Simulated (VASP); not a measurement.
# RuS2 (Laurite) with r2SCAN: from relaxation to properties, part 2 of 5

Aim: relax RuS2 (Laurite), then compute properties on the relaxed cell. The start is a cell from a database of measured crystal structures.

VASP 6.6.1; r2SCAN; plane waves and PAW (Ru_pv, S).

So far, gap on the k-mesh (eV): step 2 (full relaxation (r2SCAN)) 0.925. The relaxed cell has a = 5.628 Å (conventional setting).

## Step 3: Density, ELF and potential (r2SCAN)

The relaxed cell gets a fresh self-consistent run, on a basis set for its own volume, to fix the density and to check the remaining stress.

INCAR reads:

```
SYSTEM = RuS2
PREC = Accurate
ENCUT = 400
EDIFF = 1E-06
NELM = 100
ISMEAR = 0
SIGMA = 0.05
LREAL = .FALSE.
ALGO = Normal
METAGGA = R2SCAN
LASPH = .TRUE.
NBANDS = 64
LORBIT = 11
LWAVE = .FALSE.
LCHARG = .TRUE.
ISIF = 2
LELF = .TRUE.
LVHAR = .TRUE.
```

POSCAR reads:

```
RuS2
1.0
    5.6276365976      0.0000000000      0.0000000000
    0.0000000000      5.6276365976      0.0000000000
    0.0000000000      0.0000000000      5.6276365976
Ru S
4 8
Direct
    0.0000000000      0.0000000000      0.0000000000
    0.5000000000      0.0000000000      0.5000000000
    0.5000000000      0.5000000000      0.0000000000
    0.0000000000      0.5000000000      0.5000000000
    0.3882039241      0.3882039241      0.3882039241
    0.1117960759      0.6117960759      0.8882039241
    0.8882039241      0.1117960759      0.6117960759
    0.6117960759      0.8882039241      0.1117960759
    0.6117960759      0.6117960759      0.6117960759
    0.8882039241      0.3882039241      0.1117960759
    0.1117960759      0.8882039241      0.3882039241
    0.3882039241      0.1117960759      0.8882039241
```

KPOINTS reads:

```
Automatic mesh
0
Gamma
4 4 4
0 0 0
```

The projector-augmented-wave data sets are Ru_pv and S (PBE family, release 64).

Started as:

```bash
$ mpirun -np 8 vasp_std
```

The program printed:

```text
[banner, memory and clock lines left out]
running    8 mpi-ranks, on    1 nodes
 distrk:  each k-point on    8 cores,    1 groups
 distr:  one band on    1 cores,    8 groups

 POSCAR found type information on POSCAR RuS
 POSCAR found :  2 types and      12 ions
 [... a notice as in an earlier step ...]

 [... a notice as in an earlier step ...]

 LDA part: xc-table for (None), standard interpolation
 POSCAR, INCAR and KPOINTS ok, starting setup
 FFT: planning ... GRIDC
 FFT: planning ... GRID_SOFT
 FFT: planning ... GRID
 WAVECAR not read
 entering main loop
       N       E                     dE             d eps       ncg     rms          rms(c)
DAV:   1     0.764798268324E+03    0.76480E+03   -0.50414E+04  1600   0.133E+03
DAV:   2    -0.142809807881E+03   -0.90761E+03   -0.87633E+03  1600   0.388E+02
DAV:   3    -0.203324435432E+03   -0.60515E+02   -0.59242E+02  1744   0.930E+01
DAV:   4    -0.204805774686E+03   -0.14813E+01   -0.14722E+01  1640   0.147E+01
DAV:   5    -0.204845080821E+03   -0.39306E-01   -0.39299E-01  1864   0.225E+00    0.422E+01
DAV:   6    -0.175058790757E+03    0.29786E+02   -0.31336E+01  1448   0.313E+01    0.179E+01
DAV:   7    -0.174249256545E+03    0.80953E+00   -0.63973E+00  1456   0.156E+01    0.134E+01
DAV:   8    -0.174214818691E+03    0.34438E-01   -0.54302E-01  1472   0.427E+00    0.205E+00
DAV:   9    -0.174196502982E+03    0.18316E-01   -0.14456E-01  1528   0.196E+00    0.458E-01
DAV:  10    -0.174198346819E+03   -0.18438E-02   -0.12249E-02  1528   0.555E-01    0.302E-01
DAV:  11    -0.174198900494E+03   -0.55367E-03   -0.15659E-03  1520   0.234E-01    0.107E-01
DAV:  12    -0.174198930085E+03   -0.29591E-04   -0.25066E-04  1560   0.849E-02    0.321E-02
DAV:  13    -0.174198932930E+03   -0.28453E-05   -0.23744E-05  1632   0.191E-02    0.263E-02
DAV:  14    -0.174198932291E+03    0.63887E-06   -0.56315E-06  1296   0.114E-02
   1 F= -.17419893E+03 E0= -.17419893E+03  d E =-.356529E-13
```

The job ended after 22 s (8 MPI ranks of Intel Xeon 6975P-C (Granite Rapids), shared host; peak memory 1.2 GiB).

OUTCAR, selected parts (step 3):

```text
  LATTYP: Found a simple cubic cell.
 ALAT       =     5.6276365976

 Found     11 irreducible k-points:

   ENCUT  =  400.0 eV  29.40 Ry    5.42 a.u.   9.18  9.18  9.18*2*pi/ulx,y,z

   NELECT =     104.0000    total number of electrons

 E-fermi :   8.9379

 k-point     1 :       0.0000    0.0000    0.0000
  band No.  band energies     occupation
    ...
     48       8.0978      2.00000
     49       8.1722      2.00000
     50       8.1722      2.00000
     51       8.1722      2.00000
     52       8.4427      2.00000
     53       9.6130      0.00000
     54      11.5494      0.00000
     55      11.5494      0.00000
     56      11.5494      0.00000
     57      11.6244      0.00000
    ...

 k-point     2 :       0.2500    0.0000    0.0000
  band No.  band energies     occupation
    ...
     48       8.1041      2.00000
     49       8.1673      2.00000
     50       8.2661      2.00000
     51       8.4470      2.00000
     52       8.5092      2.00000
     53      10.2623      0.00000
     54      11.1471      0.00000
     55      11.4395      0.00000
     56      11.5282      0.00000
     57      11.6170      0.00000
    ...

  Total        0.0246715      0.0246715      0.0246715     -0.0000000     -0.0000000      0.0000000
  in kB        0.2217826      0.2217826      0.2217826     -0.0000000     -0.0000000      0.0000000
  external PRESSURE =       0.2217826 kB  Pullay stress =       0.0000000 kB

  energy-cutoff  :      400.00
  volume of cell :      178.23
      direct lattice vectors                 reciprocal lattice vectors
     5.627636598  0.000000000  0.000000000     0.177694487  0.000000000  0.000000000
     0.000000000  5.627636598  0.000000000     0.000000000  0.177694487  0.000000000
     0.000000000  0.000000000  5.627636598     0.000000000  0.000000000  0.177694487

 POSITION                                       TOTAL-FORCE (eV/Angst)
 -----------------------------------------------------------------------------------
      0.00000      0.00000      0.00000        -0.000000     -0.000000      0.000000
      2.81382      0.00000      2.81382        -0.000000     -0.000000      0.000000
      2.81382      2.81382      0.00000        -0.000000     -0.000000      0.000000
      0.00000      2.81382      2.81382        -0.000000     -0.000000      0.000000
      2.18467      2.18467      2.18467        -0.002659     -0.002659     -0.002659
      0.62915      3.44297      4.99849         0.002659      0.002659     -0.002659
      4.99849      0.62915      3.44297        -0.002659      0.002659      0.002659
      3.44297      4.99849      0.62915         0.002659     -0.002659      0.002659
      3.44297      3.44297      3.44297         0.002659      0.002659      0.002659
      4.99849      2.18467      0.62915        -0.002659     -0.002659      0.002659
      0.62915      4.99849      2.18467         0.002659     -0.002659     -0.002659
      2.18467      0.62915      4.99849        -0.002659      0.002659     -0.002659
 -----------------------------------------------------------------------------------
    total drift:                               -0.000000      0.000000     -0.000000

  FREE ENERGIE OF THE ION-ELECTRON SYSTEM (eV)
  ---------------------------------------------------
  free  energy   TOTEN  =      -174.1989322914 eV

  energy  without entropy=     -174.1989322914  energy(sigma->0) =     -174.19893229

 total charge
# of ion       s       p       d       tot
------------------------------------------
    1        0.326   6.308   6.122  12.756
    2        0.326   6.308   6.122  12.756
    3        0.326   6.308   6.122  12.756
    4        0.326   6.308   6.122  12.756
    5        1.333   2.320   0.000   3.653
    6        1.333   2.320   0.000   3.653
    7        1.333   2.320   0.000   3.653
    8        1.333   2.320   0.000   3.653
    9        1.333   2.320   0.000   3.653
   10        1.333   2.320   0.000   3.653
   11        1.333   2.320   0.000   3.653
   12        1.333   2.320   0.000   3.653
--------------------------------------------------
tot         11.965  43.790  24.489  80.245

[... 5 parts as in an earlier step ...]

[... 6 further parts left out ...]
```

Numbers from this step:

- SCF cycles: 14
- free energy (TOTEN): -174.1989 eV
- pressure: 0.02218 GPa

Valence electrons inside each PAW sphere by angular momentum. Sphere charges, by row:

| atom | s (e) | p (e) | d (e) | tot (e) |
| --- | --- | --- | --- | --- |
| Ru1 | 0.326 | 6.308 | 6.122 | 12.76 |
| Ru2 | 0.326 | 6.308 | 6.122 | 12.76 |
| Ru3 | 0.326 | 6.308 | 6.122 | 12.76 |
| Ru4 | 0.326 | 6.308 | 6.122 | 12.76 |
| S5 | 1.333 | 2.32 | 0 | 3.653 |
| S6 | 1.333 | 2.32 | 0 | 3.653 |
| S7 | 1.333 | 2.32 | 0 | 3.653 |
| S8 | 1.333 | 2.32 | 0 | 3.653 |
| S9 | 1.333 | 2.32 | 0 | 3.653 |
| S10 | 1.333 | 2.32 | 0 | 3.653 |
| S11 | 1.333 | 2.32 | 0 | 3.653 |
| S12 | 1.333 | 2.32 | 0 | 3.653 |

ELF in the ac plane at fractional y = 0.000, with atoms of Ru within 0.2 Å of it. It is the smooth field of the valence electrons, not physical close to the nuclei.

Values, 16 rows by 16 columns, each cell a mean:
```
0.13 0.35 0.27 0.35 0.77 0.82 0.75 0.79 0.76 0.61 0.52 0.50 0.33 0.29 0.43 0.24
0.40 0.44 0.27 0.44 0.81 0.81 0.73 0.75 0.68 0.41 0.19 0.17 0.19 0.24 0.31 0.32
0.27 0.29 0.24 0.42 0.73 0.81 0.81 0.81 0.69 0.35 0.09 0.07 0.19 0.30 0.30 0.24
0.42 0.25 0.16 0.25 0.54 0.75 0.82 0.77 0.58 0.29 0.11 0.16 0.42 0.64 0.70 0.61
0.68 0.32 0.09 0.09 0.26 0.46 0.46 0.36 0.28 0.24 0.20 0.36 0.67 0.80 0.85 0.84
0.68 0.35 0.12 0.09 0.16 0.22 0.24 0.26 0.35 0.40 0.25 0.46 0.79 0.80 0.76 0.77
0.72 0.51 0.37 0.34 0.26 0.27 0.42 0.32 0.29 0.43 0.27 0.40 0.80 0.81 0.74 0.77
0.79 0.72 0.68 0.68 0.44 0.25 0.39 0.13 0.03 0.27 0.31 0.30 0.68 0.77 0.74 0.79
0.80 0.77 0.77 0.82 0.62 0.23 0.35 0.24 0.13 0.36 0.38 0.26 0.43 0.52 0.55 0.68
0.75 0.74 0.76 0.83 0.70 0.27 0.36 0.46 0.35 0.33 0.29 0.21 0.18 0.17 0.26 0.54
0.78 0.82 0.81 0.80 0.63 0.28 0.26 0.29 0.23 0.23 0.30 0.25 0.12 0.06 0.16 0.51
0.69 0.81 0.80 0.68 0.41 0.16 0.18 0.33 0.53 0.68 0.71 0.57 0.29 0.12 0.17 0.41
0.30 0.40 0.46 0.38 0.17 0.07 0.17 0.50 0.77 0.85 0.83 0.76 0.54 0.25 0.22 0.26
0.29 0.25 0.25 0.21 0.13 0.09 0.20 0.52 0.75 0.77 0.77 0.82 0.67 0.31 0.31 0.40
0.26 0.40 0.35 0.24 0.30 0.34 0.41 0.61 0.76 0.75 0.76 0.84 0.65 0.27 0.36 0.40
0.02 0.29 0.34 0.28 0.58 0.69 0.69 0.76 0.80 0.77 0.75 0.78 0.51 0.25 0.35 0.12
```
Columns run along a (5.6 Å), rows up along c (5.6 Å). Atoms in or near the plane, at fractional coordinates: Ru at (0.00, 0.00), Ru at (0.50, 0.50).

Electrostatic potential energy in the ac plane at fractional y = 0.000, with atoms of Ru within 0.2 Å of it. With pseudopotentials it is smooth inside the atoms' cores, unlike the true potential.

Ten even steps from '0' (-60 eV) to '9' (3 eV), each cell a mean:
```
0148864688999730
2479842489999852
6899864689999987
9999988899999988
9999999889999767
8999997445898424
8999983102588525
8889962000489867
7557972001489998
6226885223799999
8557998767999999
9889999998999999
8899999987689998
4589999973379975
0259999873378741
0048988887789620
```
Columns run along a (5.6 Å; values clipped at the 3rd and 97th percentile), rows up along c (5.6 Å). Atoms in or near the plane, at fractional coordinates: Ru at (0.00, 0.00), Ru at (0.50, 0.50).

Valence density in the ac plane at fractional y = 0.000, with atoms of Ru within 0.2 Å of it. It is the smooth field of the valence electrons, not physical close to the nuclei.

Ten even steps from '_' (0.1 e/Å³) to '@' (7.9 e/Å³), each cell a mean:
```
@@++..______....____________--##
==::______......____________..--
____________..__________________
________________________________
________________________________
______________..::..______......
____________::**##==..____......
____________==%%@@##::__________
__....______--##%%**..__________
__....______..--==::____________
__....__________________________
________________________________
________________________________
::..______________....________::
**==..____________....______::**
@@##::______________________==%%
```
Columns run along a (5.6 Å), rows up along c (5.6 Å). Atoms in or near the plane, at fractional coordinates: Ru at (0.00, 0.00), Ru at (0.50, 0.50).

In this run the pressure is 0.02 GPa, small enough to go on.

[end of part 2 of 5]

[Lines on the potential files, build, host, timing and source positions are cut from VASP's logs without a mark.]

[Logs are printed without paths, hosts, clocks, repeated set-up lines and the standing remarks that a program may print on its own settings, such as how far it seeks lower states.]

[Hosts, paths, dates, database ids (printed as entryN), source tags and the programs' standing remarks are cut or masked in the printed files.]

[A measured line is paired with the nearest computed mode of its activity, which favours agreement.]
